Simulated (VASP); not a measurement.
Here is the system:

```
CELL_PARAMETERS angstrom
      1.77501    -3.07441     0.00000
      1.77501     3.07441     0.00000
      0.00000     0.00000     5.54557
ATOMIC_POSITIONS crystal
  Lu 0.33333 0.66667 0.25000
  Lu 0.66667 0.33333 0.75000
```

Method: revPBE GGA, VASP's PBE PAW potentials (set 64) (plane waves; VASP). Numerical set-up: 520 eV cut-off, 11×11×6 Γ-centred mesh, first-order Methfessel-Paxton smearing of 0.10 eV, potentials Lu_3.

**Question.** Estimate the energy per atom (σ→0), band gap (on the k-mesh) with the smallest direct gap where there is one.

**Answer.** 
```yaml
band gap (on the k-mesh): none (metal, semimetal or under 0.01 eV)
energy per atom (σ→0): -4187 meV/atom
```

Total energies compare only between runs with the same potentials, cut-off and functional.

The compound is Lu in the hcp structure. It was relaxed first. The start is the result of an earlier pass.
